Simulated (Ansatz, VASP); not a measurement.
# Cross-check of In3As between VASP and Ansatz

One calculation is typed for both programs; each brings its own data sets. How far apart do they land? The cell is generated by rule, not measured, and may not be a known phase. The cell is taken from a series of runs on this material, whose earlier steps may have relaxed, scaled, displaced or heated it; both programs get it as it stands.

Calculated with Ansatz 0.2.0; plane waves, with VASP 6.6.1 beside it; single point at PBEsol.

The structure was built from a prototype and need not be the compound's stable phase.

### 1. The structure

The structure is trigonal, space group R-3m (No. 166). The conventional cell has a = 5.150 Å, b = 5.150 Å, c = 25.232 Å, α = 90.00°, β = 90.00°, γ = 120.00°. As has 8 In at 3.02 to 3.29 Å nearest. Nearest to In lie 4 In at 3.15 to 3.16 Å and 4 As at 3.21 to 3.29 Å. In has 4 As at 3.02 to 3.11 Å and 4 In at 3.15 to 3.16 Å nearest. Nearest to In lie 8 In at 3.15 Å. Nearest to In lie 8 In at 3.16 Å. Farther neighbours are not listed.

Structure file:

```xyz
8
Lattice="0.0000 3.6419 3.6419 -3.6419 3.6419 0.0000 -3.6419 -3.6419 7.2838" Properties=species:S:1:pos:R:3 pbc="T T T"
As   -3.5611    0.0808    3.5611
As   -0.0808    3.5611    3.7227
In   -5.4596    1.8241    9.1015
In   -1.8241    1.8177    5.4660
In   -5.4660    1.8177    5.4660
In   -1.8177    1.8241    1.8177
In   -3.6419    0.0000    7.2838
In   -3.6419    3.6419    3.6419
```

### 2. VASP: single point, PBEsol, pair 1

A single point gives forces, pressure and levels at one fixed geometry, so differences don't come from the geometry; what else differs is listed under the comparison.

Lines of VASP's logs that name or quote its potential files are left out, and so is its time.

Input file INCAR:

```
SYSTEM = In3As
PREC = Accurate
ENCUT = 500
EDIFF = 1E-06
NELM = 120
ISMEAR = 1
SIGMA = 0.15
LREAL = .FALSE.
ALGO = Normal
GGA = PS
NBANDS = 54
LORBIT = 11
LWAVE = .FALSE.
LCHARG = .FALSE.
ISIF = 2
LASPH = .TRUE.
GGA_COMPAT = .FALSE.
KPAR = 2
```

Input file POSCAR:

```
In3As
1.0
    0.0000000000      3.6418882994      3.6418882994
   -3.6418882994      3.6418882994      0.0000000000
   -3.6418882994     -3.6418882994      7.2837765988
As In
2 6
Direct
    0.0110971330      0.4944514335      0.4833543005
    0.9889028670      0.0055485665      0.0166456995
    0.7504387769      0.6247806116      0.8743418347
    0.7495612231      0.1252193884      0.3756581653
    0.2495612231      0.8752193884      0.6256581653
    0.2504387769      0.3747806116      0.1243418347
    0.5000000000      0.2500000000      0.7500000000
    0.5000000000      0.7500000000      0.2500000000
```

Input file KPOINTS:

```
Automatic mesh
0
Gamma
9 9 8
0 0 0
```

PAW data sets: As and In_d (PBE family, release 64).

Started as:

```bash
mpirun -np 2 vasp_std
```

Numbers of over 12 decimals in the logs are rounded to 6 here.

The log of the run:

```text
[banner, memory and clock lines left out]
running    2 mpi-ranks, on    1 nodes
 distrk:  each k-point on    1 cores,    2 groups
 distr:  one band on    1 cores,    1 groups

 POSCAR found type information on POSCAR AsIn
 POSCAR found :  2 types and       8 ions
|                                                                             |
|               ----> ADVICE to this user running VASP <----                  |
|                                                                             |
|     You enforced a specific xc type in the INCAR file but a different       |
|     [... a line on the potential file left out ...]
|     I HOPE YOU KNOW WHAT YOU ARE DOING!                                     |
|                                                                             |

 LDA part: xc-table for (Slater+PW92), standard interpolation
|                                                                             |
|           W    W    AA    RRRRR   N    N  II  N    N   GGGG   !!!           |
|           W    W   A  A   R    R  NN   N  II  NN   N  G    G  !!!           |
|           W    W  A    A  R    R  N N  N  II  N N  N  G       !!!           |
|           W WW W  AAAAAA  RRRRR   N  N N  II  N  N N  G  GGG   !            |
|           WW  WW  A    A  R   R   N   NN  II  N   NN  G    G                |
|           W    W  A    A  R    R  N    N  II  N    N   GGGG   !!!           |
|                                                                             |
|     Your reciprocal lattice and k-lattice belong to different lattice       |
|     classes:                                                                |
|                                                                             |
|        The reciprocal lattice is rhombohedral (trigonal),                   |
|        whereas your k-lattice is base-centered monoclinic.                  |
|                                                                             |
|     Results are often still useful ...                                      |
|                                                                             |

 POSCAR, INCAR and KPOINTS ok, starting setup
 FFT: planning ... GRIDC
 FFT: planning ... GRID_SOFT
 FFT: planning ... GRID
 WAVECAR not read
 entering main loop
       N       E                     dE             d eps       ncg     rms          rms(c)
DAV:   1     0.920094158399E+03    0.92009E+03   -0.40050E+04 19998   0.210E+03
DAV:   2     0.961439310227E+02   -0.82395E+03   -0.80989E+03 19980   0.540E+02
DAV:   3    -0.201786047518E+02   -0.11632E+03   -0.11347E+03 22116   0.215E+02
DAV:   4    -0.275281434808E+02   -0.73495E+01   -0.72490E+01 24104   0.549E+01
DAV:   5    -0.277540940456E+02   -0.22595E+00   -0.22580E+00 26832   0.894E+00    0.724E+00
DAV:   6    -0.273814317981E+02    0.37266E+00   -0.94215E-01 25980   0.893E+00    0.355E+00
DAV:   7    -0.273523744733E+02    0.29057E-01   -0.28160E-01 26040   0.446E+00    0.804E-01
DAV:   8    -0.273467062089E+02    0.56683E-02   -0.35967E-02 28252   0.271E+00    0.498E-01
DAV:   9    -0.273454975214E+02    0.12087E-02   -0.57507E-03 29272   0.740E-01    0.207E-01
DAV:  10    -0.273452844729E+02    0.21305E-03   -0.82425E-04 30886   0.267E-01    0.425E-02
DAV:  11    -0.273452828779E+02    0.15951E-05   -0.15529E-04 25314   0.162E-01    0.162E-02
DAV:  12    -0.273452807421E+02    0.21358E-05   -0.28507E-05 26622   0.520E-02    0.109E-02
DAV:  13    -0.273452806896E+02    0.52489E-07   -0.16055E-06 12952   0.169E-02
   1 F= -.27345281E+02 E0= -.27345438E+02  d E =0.471337E-03
```

From OUTCAR (step 2):

```text
ion  position               nearest neighbor table
   1  0.011  0.494  0.483-   6 3.02   4 3.11   4 3.11   4 3.11   5 3.21   5 3.21   5 3.21   3 3.29

  LATTYP: Found a trigonal (rhomboedric) cell.
 ALAT       =     8.9207680337
 COS(alpha) =     0.8333333333

 Subroutine GETGRP returns: Found 12 space group operations
 (whereof  6 operations were pure point group operations)

The static configuration has the point symmetry C_3v.
 The point group associated with its full space group is D_3d.

 Found    185 irreducible k-points:

   k-points           NKPTS =    185   k-points in BZ     NKDIM =    185   number of bands    NBANDS=     54

   dimension x,y,z NGX =    40 NGY =   40 NGZ =   70
   dimension x,y,z NGXF=    80 NGYF=   80 NGZF=  140

   ENCUT  =  500.0 eV  36.75 Ry    6.06 a.u.   9.39  9.39 16.26*2*pi/ulx,y,z

   NELECT =      88.0000    total number of electrons

 k-points in reciprocal lattice and weights: Automatic mesh
   0.00000000  0.00000000  0.00000000       0.002
   0.11111111  0.00000000  0.00000000       0.003
   0.22222222  0.00000000  0.00000000       0.003
   0.33333333  0.00000000  0.00000000       0.003
   0.44444444  0.00000000  0.00000000       0.003
   0.00000000  0.11111111 -0.00000000       0.006
   0.22222222  0.11111111  0.00000000       0.006
   0.33333333  0.11111111 -0.00000000       0.006
   0.44444444  0.11111111 -0.00000000       0.006
[...]
-0.44444444  0.44444444  0.50000000       0.006
  -0.33333333  0.44444444  0.50000000       0.006

 average (electrostatic) potential at core
       1 -47.4785       2 -47.4785       3 -93.7915       4 -93.8282       5 -93.7915
       6 -93.8282       7 -93.9145       8 -93.9488

 E-fermi :   7.2842

 k-point     1 :       0.0000    0.0000    0.0000
  band No.  band energies     occupation
    ...
     43       6.2320      2.00000
     44       6.2320      2.00000
     45       7.0177      2.03070
     46       7.1537      2.01153
     47       7.1537      2.01153
     48       7.7929     -0.00002
     49       8.1959     -0.00000
     50       8.2147     -0.00000
     51       8.2147     -0.00000
     52       8.6985     -0.00000
    ...

 k-point     2 :       0.1111    0.0000    0.0000
  band No.  band energies     occupation
    ...
     43       6.6631      2.00000
     44       6.7501      2.00001
     45       7.0483      2.04866
     46       7.2576      1.29451
     47       7.2962      0.86509
     48       8.0760     -0.00000
     49       8.2042     -0.00000
     50       8.2071     -0.00000
     51       8.3130     -0.00000
     52       9.5461     -0.00000
    ...

 k-point     3 :       0.2222    0.0000    0.0000
  band No.  band energies     occupation
    ...
     42       6.1351      2.00000
     43       6.2563      2.00000
     44       6.6216      2.00000
     45       6.9610      2.00942
     46       7.0133      2.02840
     47       7.7984     -0.00001
     48       8.5756     -0.00000
     49       8.7210     -0.00000
     50       8.7847     -0.00000
     51       9.7411     -0.00000
    ...

  Total       -0.4662480     -0.4662480     -0.4662480      0.4728547     -0.4728547     -0.4728547
  in kB       -3.8662298     -3.8662298     -3.8662298      3.9210143     -3.9210143     -3.9210143
  external PRESSURE =      -3.8662298 kB  Pullay stress =       0.0000000 kB

  energy-cutoff  :      500.00
  volume of cell :      193.21
      direct lattice vectors                 reciprocal lattice vectors
     0.000000000  3.641888299  3.641888299     0.137291416  0.137291416  0.137291416
    -3.641888299  3.641888299  0.000000000    -0.205937123  0.068645708 -0.068645708
    -3.641888299 -3.641888299  7.283776599    -0.068645708 -0.068645708  0.068645708

 POSITION                                       TOTAL-FORCE (eV/Angst)
 -----------------------------------------------------------------------------------
     -3.56106      0.08083      3.56106         0.178174      0.178174     -0.178174
     -0.08083      3.56106      3.72272        -0.178174     -0.178174      0.178174
     -5.45964      1.82414      9.10152         0.046075      0.046075     -0.046075
     -1.82414      1.81775      5.46603        -0.011133     -0.011133      0.011133
     -5.46603      1.81775      5.46603        -0.046075     -0.046075      0.046075
     -1.81775      1.82414      1.81775         0.011133      0.011133     -0.011133
     -3.64189      0.00000      7.28378        -0.000000     -0.000000      0.000000
     -3.64189      3.64189      3.64189        -0.000000     -0.000000      0.000000
 -----------------------------------------------------------------------------------
    total drift:                               -0.000000     -0.000000      0.000000

  FREE ENERGIE OF THE ION-ELECTRON SYSTEM (eV)
  ---------------------------------------------------
  free  energy   TOTEN  =       -27.3452806896 eV

  energy  without entropy=      -27.3457520265  energy(sigma->0) =      -27.34543780

 total charge
# of ion       s       p       d       tot
------------------------------------------
    1        1.321   1.283   0.027   2.631
    2        1.321   1.283   0.027   2.631
    3        1.011   0.460   9.858  11.328
    4        0.983   0.500   9.864  11.347
    5        1.011   0.460   9.858  11.328
    6        0.983   0.500   9.864  11.347
    7        1.015   0.500   9.852  11.367
    8        1.030   0.483   9.856  11.369
--------------------------------------------------
tot          8.675   5.470  59.204  73.350

[... 3 further parts left out ...]
```

The run ends at a pressure of -0.39 GPa, with forces up to 0.31 eV/Å.

### 3. Ansatz: single point, PBEsol, pair 1

Ansatz runs on its default PAW (the set named soft_2) files.

The same cell, functional, mesh and smearing now go to Ansatz, which takes its cutoff from its data sets.

Input file input.yaml:

```yaml
crystal:
  lattice:
    - [0.0, 3.6418882994, 3.6418882994]
    - [-3.6418882994, 3.6418882994, 0.0]
    - [-3.6418882994, -3.6418882994, 7.2837765988]
  atoms:
    - { symbol: As, position: [0.011097133, 0.4944514335, 0.4833543005] }
    - { symbol: As, position: [-0.011097133, 0.0055485665, 0.0166456995] }
    - { symbol: In, position: [0.7504387769, 0.6247806116, 0.8743418347] }
    - { symbol: In, position: [0.7495612231, 0.1252193884, 0.3756581653] }
    - { symbol: In, position: [0.2495612231, 0.8752193884, 0.6256581653] }
    - { symbol: In, position: [0.2504387769, 0.3747806116, 0.1243418347] }
    - { symbol: In, position: [0.5, 0.25, 0.75] }
    - { symbol: In, position: [0.5, 0.75, 0.25] }
kpoints:
  mp_grid: { grid: [9, 9, 8] }
hamiltonian:
  xc: pbesol
scf:
  occupations: { method: methfessel_paxton, width: 0.15 }
output:
  forces: true
  stress: true
  eigenvalues: true
```

Started as:

```bash
ansatz run input.yaml --threads 4 --pin off --max-ram 7168MiB --backend cpu --events-out ev --progress --plain --runs-dir out
```

The log of the run:

```text
Warning: crystal.symmetry: narrowed to the stabiliser of the k-point mesh — unitary ops 12 → 4; excluded 8 operations that carry a point of the 9×9×8 mesh (shift [0, 0, 0]) off the mesh (the run samples exactly the mesh kpoints.mp_grid names, as under crystal.symmetry.detect: false, and its converged state has the mesh's symmetry, not the crystal's; ε∞, the Born charges and the force constants of a linear response (`dielectric:` by the response, `phonons.method: dfpt`) are averaged over those of the crystal's operations that the state keeps within a tolerance, where `mesh_tensors`, `unaveraged_element` or `gamma_mean_max_change_ev_ang2` stands beside them; [rest of the remark cut]
Engine: ansatz 0.2.0, aarch64-unknown-linux-gnu
Pseudopotentials: kind: paw
Pseudopotential: As, paw, valence charge 15, recommended cutoff 420 eV (normal), As.paw.azcp
Pseudopotential: In, paw, valence charge 13, recommended cutoff 420 eV (normal), In.paw.azcp
Functional definition: PBEsol
  exchange = pbesol_x
  correlation = pbesol_c
Crystal: 8 atoms, lattice volume = 193.215 Å³
Basis set: ecut = 420 eV, 3809 PW (Γ), exchange–correlation on 72×72×120 points (8 copies of the dense FFT grid, shifted against one another)
Bands: 65, of which v1, the nominal top of the filled ones, is band 54 counted from 1 (53 counted from 0)
Symmetry: 4 space group operations
k-points: 185 of 648
Non-local potential: As, projectors of the file, l = 0: 2, l = 1: 2, l = 2: 3, l = 3: 1
Non-local potential: In, projectors of the file, l = 0: 2, l = 1: 2, l = 2: 2, l = 3: 2
PAW form: soft (Blöchl's): semilocal exchange-correlation on the pseudo side does not see the compensation charge
PAW frozen core: As, regenerated for the run's functional, and the local potential with it (the file was generated under x = pbe(κ = 0.804, μ = 0.219515), c = pbe(β = 0.066725))
PAW frozen core: In, regenerated for the run's functional, and the local potential with it (the file was generated under x = pbe(κ = 0.804, μ = 0.219515), c = pbe(β = 0.066725))
PAW one-centre angular grid: As, 590 points (default); XC on 64 Gauss nodes
PAW one-centre angular grid: In, 590 points (default); XC on 64 Gauss nodes
Initial density: superposition of atomic densities (neutral atoms: chi_scale 0, normalization atom), corrected by the library's trained network
Initial wavefunctions: pseudopotential atomic-orbital guess
Functional: x = pbesol(κ = 0.804, μ = 0.123457), c = pbesol(β = 0.046)
SCF iter   1: F=—  HF=-42777.724210 eV  |F-HF|=—  |Δ(HF+E_count)|=         —  Δρ=3.32e-3  dr2=2.83e-2  ethr=1.77e-3  ⟨swp⟩=7.6  Hψ=47163  notcnv=0
preconditioner: auto → Kerker (q_TF=auto, 2.476 Å⁻¹)  [metal: Δε(μ)=0.001 eV  Ē_g=13.937 eV  σ=0.150 eV  W_gap=0.00  n_scr=48 (ndim 8)  ℏωp=25.1 eV  f_vac=0.000  D(μ)=4.65/eV (n_scr^D=28)]
SCF iter   2: F=—  HF=-42777.708161 eV  |F-HF|=—  |Δ(HF+E_count)|=   1.60e-2  S|Δr|=    0.00e0  Δρ=1.69e-3  dr2=7.73e-3  ethr=2.62e-5  ⟨swp⟩=2.0  Hψ=23881  notcnv=0
SCF iter   3: F=—  HF=-42777.705710 eV  |F-HF|=—  |Δ(HF+E_count)|=   2.45e-3  S|Δr|=    0.00e0  Δρ=4.76e-4  dr2=6.51e-4  ethr=7.16e-6  ⟨swp⟩=2.0  Hψ=19447  notcnv=0
SCF iter   4: F=—  HF=-42777.705534 eV  |F-HF|=—  |Δ(HF+E_count)|=   1.76e-4  S|Δr|=    0.00e0  Δρ=2.31e-4  dr2=1.36e-4  ethr=6.02e-7  ⟨swp⟩=2.0  Hψ=21360  notcnv=0
SCF iter   5: F=—  HF=-42777.705508 eV  |F-HF|=—  |Δ(HF+E_count)|=   2.59e-5  S|Δr|=    0.00e0  Δρ=7.99e-5  dr2=1.18e-5  ethr=1.26e-7  ⟨swp⟩=2.0  Hψ=21410  notcnv=0
SCF iter   6: F=—  HF=-42777.705463 eV  |F-HF|=—  |Δ(HF+E_count)|=   4.53e-5  S|Δr|=    0.00e0  Δρ=2.82e-5  dr2=1.34e-6  ethr=1.09e-8  ⟨swp⟩=2.0  Hψ=21408  notcnv=0
SCF iter   7: F=—  HF=-42777.705462 eV  |F-HF|=—  |Δ(HF+E_count)|=   5.77e-7  S|Δr|=    0.00e0  Δρ=6.90e-6  dr2=1.03e-7  ethr=1.24e-9  ⟨swp⟩=2.0  Hψ=21320  notcnv=0
SCF iter   8: F=-42777.705462 eV  HF=-42777.705462 eV  |F-HF|=3.10e-9  |Δ(HF+E_count)|=   4.56e-8  S|Δr|=    0.00e0  Δρ=1.27e-6  dr2=4.45e-9  ethr=9.26e-11  ⟨swp⟩=8.9  Hψ=45507  notcnv=0
SCF 1 converged in 8 iterations: F = -42777.705462 eV  dr2 = 4.45e-9
  greatest PAW one-centre occupation: 0.999 electrons in one spin orbital (limit 2), on the As atom at site 1 (counted from 0), in its partial waves of l = 2
SCF converged after 8 iterations
Stability not checked: this state was not tested for a lower state beside it, because cold or Methfessel-Paxton smearing, or corrected tetrahedra, fill the levels in a way that the test cannot read (fill_not_monotonic; see scf.lower_state_search)
Free energy (F): -42777.705462 eV
Harris-Foulkes:  -42777.705462 eV  (|F-HF|=3.10e-9)
Internal energy: -42777.705946 eV  (E = F + TS)
E sigma→0 (E₀):  -42777.705583 eV
Entropy (-TS):   0.000484 eV (0.061 meV/atom)
Fermi energy:    10.684937 eV
--- Per-component energies (eV) ---
  E_band       = -566.840555
  E_kinetic    = 1654.406011
  E_local      = -9578.881648  (includes V_loc(G=0)·N_el)
  E_nonlocal   = 867.091282
  E_hartree    = 4288.430093
  E_xc         = -1442.698849
  E_vxc        = -762.039190  (∫ρ·V_xc dr)
  E_paw        = -28071.282866  (= ΣΔE_a)
  E_vpaw       = -1324.273881  (= ΣTr[D̂ρ^β])
  E_aug_tail   = 0.000164  (compensation charges beyond the density's cutoff)
  E_ewald      = -10498.118408
  E_core_change = 3.348272  (= ΣΔE_core)
  E_smearing   = 0.000484  (= −TS)
  E_closure    = -0.000000  (closes the sum)
  Σ components = -42777.705462   (vs F -42777.705462, Δ=0.00e0)
--- Forces (eV/Å), atoms counted from 1 ---
  atom   1  As     0.17757380     0.17757380    -0.18618461
  atom   2  As    -0.17757380    -0.17757380     0.18618461
  atom   3  In     0.04329714     0.04329714    -0.05030627
  atom   4  In    -0.01167266    -0.01167266     0.00799754
  atom   5  In    -0.04329714    -0.04329714     0.05030627
  atom   6  In     0.01167266     0.01167266    -0.00799754
  atom   7  In    -0.00000000    -0.00000000     0.00000000
  atom   8  In    -0.00000000     0.00000000     0.00000000
  max |Σ_I F_I| component: 2.78e-17 eV/Å
--- Stress (GPa, compression-positive) ---
       -0.401436       0.409316      -0.382132
        0.409316      -0.401436      -0.382132
       -0.382132      -0.382132      -0.426735
  P = ⅓ Tr σ = -0.4099 GPa (-4.099 kbar)
--- Band table (eV; the first three rows and the last of 185) ---
  k-point 0: bands = [... 50 lower, 8.7642, 8.8432, 9.6339, 9.6344, 10.4197, 10.5557, 10.5564, 11.1949, ... 7 higher]
  k-point 1: bands = [... 50 lower, 8.7209, 8.8270, 9.6818, 9.6823, 10.4601, 10.5983, 10.5989, 10.9253, ... 7 higher]
  k-point 2: bands = [... 50 lower, 8.6177, 9.0086, 9.8181, 9.8186, 9.9287, 10.6308, 10.6312, 10.8533, ... 7 higher]
  k-point 184: bands = [... 50 lower, 9.4014, 9.4172, 9.5754, 9.9329, 11.6414, 11.8335, 12.3322, 12.3455, ... 7 higher]
```

The run ends at a pressure of -0.41 GPa, with forces up to 0.31 eV/Å.

### 4. Side by side

Known differences besides the potentials themselves: the data sets hold 108 valence electrons in Ansatz (on its default PAW (the set named soft_2) files) and 88 in VASP; the cutoff is 420 eV in Ansatz and 500 eV in VASP; Ansatz makes its cores anew for this functional, VASP keeps those of its PBE data sets. Total energies have different zeros and are not compared.

The two programs side by side:

```
      quantity  Ansatz   VASP  difference
pressure (GPa)   -0.41  -0.39       -0.02
```

Forces (eV/Å; atoms numbered as in POSCAR):

```
atom         Ansatz x, y, z           VASP x, y, z
 As1   0.178, 0.178, -0.186   0.178, 0.178, -0.178
 As2  -0.178, -0.178, 0.186  -0.178, -0.178, 0.178
 In3   0.043, 0.043, -0.050   0.046, 0.046, -0.046
 In4  -0.012, -0.012, 0.008  -0.011, -0.011, 0.011
 In5  -0.043, -0.043, 0.050  -0.046, -0.046, 0.046
 In6   0.012, 0.012, -0.008   0.011, 0.011, -0.011
 In7    0.000, 0.000, 0.000    0.000, 0.000, 0.000
 In8    0.000, 0.000, 0.000    0.000, 0.000, 0.000
```

The forces differ by 3.0 meV/Å r.m.s., which is 3.3 % of the r.m.s. force of 0.092 eV/Å (both taken over all components).

[end of part 1 of 2]

[Lines on the potential files, build, host, timing and source positions are cut from VASP's logs without a mark.]

[Logs are printed without paths, hosts, clocks, repeated set-up lines and the standing remarks that a program may print on its own settings, such as how far it seeks lower states.]

[Hosts, paths, dates, database ids (printed as entryN), source tags and the programs' standing remarks are cut or masked in the printed files.]
